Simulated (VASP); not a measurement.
Output of a VASP run:

### OSZICAR
```
       N       E                     dE             d eps       ncg     rms          rms(c)
DAV:   1     0.193672922238E+03    0.19367E+03   -0.13473E+04  6078   0.230E+03
DAV:   2     0.261179952888E+01   -0.19106E+03   -0.18759E+03  5922   0.407E+02
DAV:   3    -0.136355494799E+02   -0.16247E+02   -0.16121E+02  6834   0.124E+02
DAV:   4    -0.139188941332E+02   -0.28334E+00   -0.28286E+00  6644   0.175E+01
DAV:   5    -0.139275275172E+02   -0.86334E-02   -0.86319E-02  7974   0.313E+00    0.116E+01
DAV:   6    -0.148131337493E+02   -0.88561E+00   -0.37953E+01  7382   0.121E+02    0.941E+00
DAV:   7    -0.122602208520E+02    0.25529E+01   -0.90436E+00  7834   0.669E+01    0.175E+00
DAV:   8    -0.122623794833E+02   -0.21586E-02   -0.18529E+00  8754   0.224E+01    0.197E+00
DAV:   9    -0.122068955873E+02    0.55484E-01   -0.28298E-01  8072   0.936E+00    0.361E-01
DAV:  10    -0.122055511559E+02    0.13444E-02   -0.16511E-02  8076   0.143E+00    0.115E-01
DAV:  11    -0.122053453189E+02    0.20584E-03   -0.11229E-03  8438   0.557E-01    0.256E-02
DAV:  12    -0.122053385100E+02    0.68089E-05   -0.93632E-05  8142   0.244E-01    0.784E-03
DAV:  13    -0.122053377892E+02    0.72076E-06   -0.98118E-06  7640   0.111E-01
   1 F= -.12205338E+02 E0= -.12201273E+02  d E =-.812948E-02
```

File OUTCAR:
```
------------------------ aborting loop because EDIFF is reached ----------------------------------------
  FORCE on cell =-STRESS in cart. coord.  units (eV):
  Direction    XX          YY          ZZ          XY          YZ          ZX
  --------------------------------------------------------------------------------------
  Total       -1.0708056     -1.0478787     -1.8279641     -0.0786125     -0.0445681      0.1088435
  in kB      -37.7225370    -36.9148616    -64.3958541     -2.7693745     -1.5700539      3.8343577
  external PRESSURE =     -46.3444175 kB  Pullay stress =       0.0000000 kB
  volume of cell :       45.48
      direct lattice vectors                 reciprocal lattice vectors
     2.799440000  0.000000000  0.000000000     0.357214300  0.000000000  0.000000000
     0.000000000  2.799440000  0.000000000     0.000000000  0.357214300  0.000000000
     0.000000000  0.000000000  5.803340000     0.000000000  0.000000000  0.172314564
 POSITION                                       TOTAL-FORCE (eV/Angst)
 -----------------------------------------------------------------------------------
      1.34163      1.42967      1.61611         0.201314     -0.125594      0.376027
      1.39864      1.41071      4.18629         0.108046     -0.088817     -0.323941
      0.05917      2.75849      0.00095        -0.309360      0.214411     -0.052086
 -----------------------------------------------------------------------------------
    total drift:                               -0.004507      0.001134      0.000279
  FREE ENERGIE OF THE ION-ELECTRON SYSTEM (eV)
  ---------------------------------------------------
  free  energy   TOTEN  =       -12.2053377892 eV

  energy  without entropy=      -12.1972083069  energy(sigma->0) =      -12.20127305
```
(Selected blocks of OUTCAR.)

POSCAR:
```
Ga2Cu
1
    2.7994400000     0.0000000000     0.0000000000
    0.0000000000     2.7994400000     0.0000000000
    0.0000000000     0.0000000000     5.8033400000
Ga Cu
2 1
Direct
  0.4792490000   0.5107000000   0.2784790000
  0.4996150000   0.5039270000   0.7213580000
  0.0211370000  -0.0146270000   0.0001630000
```

**Question.** Reconstruct the remaining input files.

**Answer.** This is not unique; one that fits is the input of the run itself, LDA (Ceperley-Alder, Perdew-Zunger), plane waves, VASP's LDA PAW potentials (set 64).

KPOINTS:
```
Automatic mesh
0
Gamma
8 8 4
0 0 0
```

INCAR:
```
SIGMA=0.136   # width (eV)
LASPH=T   # aspherical one-centre terms
ALGO=Normal   # blocked Davidson
ISIF=2   # forces and stress, cell fixed
SYSTEM=Ga2Cu
LWAVE=F
ISMEAR=0
NELM=100   # most electronic steps
PREC=Accurate
ENCUT=300
LREAL=F
LMAXMIX=4
LCHARG=F
EDIFF=1E-6   # SCF stop (eV)
```

POTCAR, in this order: Ga_d Cu (LDA.64 set). Program: vasp_std.

At this cut-off the stress carries a Pulay error, which pulls relaxed volumes low.

The structure comes from a computed database's Ga2Cu entry (P4/mmm); how it stands against other phases isn't given here. The cell was not relaxed at this level, atoms are displaced from their ideal sites. The electron count is odd and the run is not spin-polarised, which forces a metal.
